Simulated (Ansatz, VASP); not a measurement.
# CaC2: VASP beside Ansatz, part 2 of 2

Aim: how closely do two programs agree when they are given the same cell, functional and k mesh? The cell is taken from a series of runs on this material, whose earlier steps may have relaxed, scaled, displaced or heated it; both programs get it as it stands.

VASP 6.6.1 and Ansatz 0.2.0.

So far: Set-up; VASP: dielectric response, PBEsol.

### 3. Ansatz: dielectric response, PBEsol

Level of this step: Ansatz beside VASP: Kohn-Sham DFT, plane waves, PBEsol (Ansatz).

Ansatz runs on its default PAW (the set named soft_2) files.

The same cell, functional and mesh now go to Ansatz, which takes its cutoff from its data sets.

input.yaml reads:

```yaml
crystal:
  lattice:
    - [-1.894876555, 2.44326123, 2.68013118]
    - [1.894876555, -2.44326123, 2.68013118]
    - [1.894876555, 2.44326123, -2.68013118]
  atoms:
    - { symbol: Ca, position: [0.0, 0.0, 0.0] }
    - { symbol: C, position: [0.37123907, 0.5, 0.87123907] }
    - { symbol: C, position: [0.62876093, 0.5, 0.12876093] }
kpoints:
  mp_grid: { grid: [8, 8, 8] }
hamiltonian:
  xc: pbesol
scf:
  occupations: { method: fixed }
dielectric: {}
```

Command:

```
ansatz run input.yaml --threads 4 --pin off --max-ram 7372MiB --backend cpu --events-out ev --progress --plain --runs-dir out
```

Numbers of over 12 decimals in the logs are rounded to 6 here.

The log of the run:

```text
Engine: ansatz 0.2.0, aarch64-unknown-linux-gnu
Pseudopotentials: kind: paw
Pseudopotential: Ca, paw, valence charge 10, recommended cutoff 420 eV (normal), Ca.paw.azcp
Pseudopotential: C, paw, valence charge 4, recommended cutoff 420 eV (normal), C.paw.azcp
Functional definition: PBEsol
  exchange = pbesol_x
  correlation = pbesol_c
Crystal: 3 atoms, lattice volume = 49.633 Å³
Basis set: ecut = 420 eV, 971 PW (Γ), exchange–correlation on 60×60×60 points (8 copies of the dense FFT grid, shifted against one another)
Bands: 13, of which v1, the nominal top of the filled ones, is band 9 counted from 1 (8 counted from 0)
Symmetry: 8 space group operations
k-points: 260 of 512 (irreducible under 1 space group operation, time reversal used)
Non-local potential: Ca, projectors of the file, l = 0: 3, l = 1: 2, l = 2: 2
Non-local potential: C, projectors of the file, l = 0: 2, l = 1: 2, l = 2: 1
PAW form: soft (Blöchl's): semilocal exchange-correlation on the pseudo side does not see the compensation charge
PAW frozen core: Ca, regenerated for the run's functional, and the local potential with it (the file was generated under x = pbe(κ = 0.804, μ = 0.219515), c = pbe(β = 0.066725))
PAW frozen core: C, regenerated for the run's functional, and the local potential with it (the file was generated under x = pbe(κ = 0.804, μ = 0.219515), c = pbe(β = 0.066725))
PAW one-centre angular grid: Ca, 110 points (default); XC on 64 Gauss nodes
PAW one-centre angular grid: C, 110 points (default); XC on 64 Gauss nodes
Initial density: superposition of atomic densities (neutral atoms: chi_scale 0, normalization atom), corrected by the library's trained network
Initial wavefunctions: pseudopotential atomic-orbital guess
Functional: x = pbesol(κ = 0.804, μ = 0.123457), c = pbesol(β = 0.046)
SCF iter   1: F=—  HF=-2286.874718 eV  |F-HF|=—  |Δ(HF+E_count)|=         —  Δρ=5.94e-3  dr2=1.93e-2  ethr=1.77e-3  ⟨swp⟩=4.1  Hψ=18182  notcnv=0  defer=187
preconditioner: auto → none  [insulator: Δε(μ)=2.214 eV  Ē_g=15.128 eV  n_scr=12 (ndim 8)  ℏωp=21.1 eV  f_vac=0.000  ε∞_Penn≈2.9]
SCF iter   2: F=—  HF=-2286.869412 eV  |F-HF|=—  |Δ(HF+E_count)|=   5.31e-3  Δρ=1.35e-3  dr2=8.05e-4  ethr=1.07e-4  ⟨swp⟩=2.2  Hψ=7071  notcnv=0  defer=520
SCF iter   3: F=—  HF=-2286.869808 eV  |F-HF|=—  |Δ(HF+E_count)|=   3.96e-4  Δρ=5.54e-4  dr2=1.26e-4  ethr=4.47e-6  ⟨swp⟩=2.1  Hψ=5999  notcnv=0  defer=520
SCF iter   4: F=—  HF=-2286.869909 eV  |F-HF|=—  |Δ(HF+E_count)|=   1.01e-4  Δρ=1.85e-4  dr2=9.64e-6  ethr=6.99e-7  ⟨swp⟩=2.0  Hψ=4540  notcnv=0  defer=299
SCF iter   5: F=—  HF=-2286.869923 eV  |F-HF|=—  |Δ(HF+E_count)|=   1.42e-5  Δρ=2.15e-5  dr2=3.58e-7  ethr=5.36e-8  ⟨swp⟩=2.1  Hψ=4541  notcnv=0  defer=29
SCF iter   6: F=—  HF=-2286.869922 eV  |F-HF|=—  |Δ(HF+E_count)|=   8.90e-7  Δρ=5.10e-6  dr2=1.70e-8  ethr=1.99e-9  ⟨swp⟩=2.9  Hψ=5733  notcnv=0  defer=20
SCF iter   7: F=—  HF=-2286.869922 eV  |F-HF|=—  |Δ(HF+E_count)|=   2.73e-9  Δρ=1.32e-6  dr2=1.30e-9  ethr=9.45e-11  ⟨swp⟩=2.2  Hψ=4681  notcnv=0  defer=20
SCF iter   8: F=—  HF=-2286.869922 eV  |F-HF|=—  |Δ(HF+E_count)|=  2.98e-10  Δρ=4.17e-7  dr2=1.93e-10  ethr=1.00e-12  ⟨swp⟩=4.5  Hψ=14272  notcnv=0
SCF iter   9: F=-2286.869922 eV  HF=-2286.869922 eV  |F-HF|=4.55e-13  |Δ(HF+E_count)|=  6.46e-11  Δρ=2.49e-8  dr2=1.93e-13  ethr=1.00e-12  ⟨swp⟩=3.0  Hψ=7560  notcnv=0
SCF 1 converged in 9 iterations: F = -2286.869922 eV  dr2 = 1.93e-13
  greatest PAW one-centre occupation: 0.996 electrons in one spin orbital (limit 2), on the Ca atom at site 0 (counted from 0), in its partial waves of l = 0
NSCF: frozen V_eff on 4 k-points
DFPT response loops at Γ: preconditioner auto → none (the input reference at scf.mixing.eps_inf says where Resta's filter doesn't serve); β = 0.50; Broyden in place of MSR1
SCF converged after 9 iterations
Free energy (F): -2286.869922 eV
Harris-Foulkes:  -2286.869922 eV  (|F-HF|=4.55e-13)
Internal energy: -2286.869922 eV  (E = F + TS)
E sigma→0 (E₀):  -2286.869922 eV
Fermi energy:    4.112610 eV
--- Per-component energies (eV) ---
  E_band       = -158.530935
  E_kinetic    = 449.126771
  E_local      = -982.941657  (includes V_loc(G=0)·N_el)
  E_nonlocal   = 120.642064
  E_hartree    = 308.862448
  E_xc         = -228.939862
  E_vxc        = -285.819394  (∫ρ·V_xc dr)
  E_paw        = -1026.628460  (= ΣΔE_a)
  E_vpaw       = -77.263613  (= ΣTr[D̂ρ^β])
  E_aug_tail   = 0.000007  (compensation charges beyond the density's cutoff)
  E_ewald      = -927.152228
  E_core_change = 0.160995  (= ΣΔE_core)
  E_smearing   = -0.000000  (= −TS)
  E_closure    = -0.000000  (closes the sum)
  Σ components = -2286.869922   (vs F -2286.869922, Δ=0.00e0)
--- Band table (eV; the first three rows and the last of 260) ---
  k-point 0: bands = [... 5 lower, 1.8224, 1.8678, 3.5678, 3.8246, 6.4148, 7.6768, 9.6417, 9.9588]
  k-point 1: bands = [... 5 lower, 1.1513, 2.4693, 3.4264, 3.6609, 6.6374, 8.0785, 9.8354, 9.9285]
  k-point 2: bands = [... 5 lower, 0.7045, 2.7640, 3.1804, 3.4477, 6.8514, 8.5955, 10.0381, 10.5170]
  k-point 259: bands = [... 5 lower, 0.7053, 1.9224, 3.0326, 3.2464, 8.4175, 8.9346, 10.7762, 11.3725]
--- Dielectric response (ions clamped): 3 representative field directions + reference, on 260 of 512 k-points (Σ response iterations 22) ---
  k mesh reduced under 1 symmetry operation, with k and −k counted as one. Each operation leaves every solved perturbation unchanged. A smaller set is not considered because the run solves the response to a homogeneous field
  ε∞ (high-frequency dielectric tensor):
        3.501801     0.000000    -0.000000
        0.000000     4.535791    -0.000000
        0.000000     0.000000     3.755629
  Born effective charges Z* (e; rows j = field, columns β = displacement):
    site 0:
         2.23171    0.00000    0.00000
        -0.00000    2.35292    0.00000
         0.00000   -0.00000    2.43645
    site 1:
        -1.11585   -0.00000    0.00000
         0.00000   -1.17646   -0.00000
         0.00000   -0.00000   -1.21822
    site 2:
        -1.11585    0.00000   -0.00000
         0.00000   -1.17646    0.00000
        -0.00000    0.00000   -1.21822
  Z* charge neutrality: 6.560e-5 e pre-enforcement
  k-mesh period / interband length: 32.7 Å / 1.50 Å = 21.75 at k = (0.0000, 0.0000, -0.5000), direct gap 3.246 eV — 14 or more, which is no proof of convergence
```

### 4. Comparison

Known differences besides the potentials themselves: fixed occupations in Ansatz, narrow Gaussian smearing in VASP; the cutoff is 420 eV in Ansatz and 520 eV in VASP; Ansatz makes its cores anew for this functional, VASP keeps those of its PBE data sets. Total energies have different zeros and are not compared.

Compared:

| quantity | Ansatz | VASP | difference |
| --- | --- | --- | --- |
| ε∞ xx | 3.50 | 3.50 | -0.03 % |
| ε∞ yy | 4.54 | 4.53 | +0.07 % |
| ε∞ zz | 3.76 | 3.76 | -0.04 % |

### 5. Results

| Quantity | Value |
| --- | --- |
| difference in ε∞ yy (dielectric response, PBEsol) | 0.066 % |

What this shows: The difference in ε∞ yy is 0.066 % (dielectric response, PBEsol), within the 5 % picked in this series as the mark of a large difference. How closely two codes agree says nothing of how well the functional describes the real material.

[Lines on the potential files, build, host, timing and source positions are cut from VASP's logs without a mark.]

[Logs are printed without paths, hosts, clocks, repeated set-up lines and the standing remarks that a program may print on its own settings, such as how far it seeks lower states.]

[Hosts, paths, dates, database ids (printed as entryN), source tags and the programs' standing remarks are cut or masked in the printed files.]
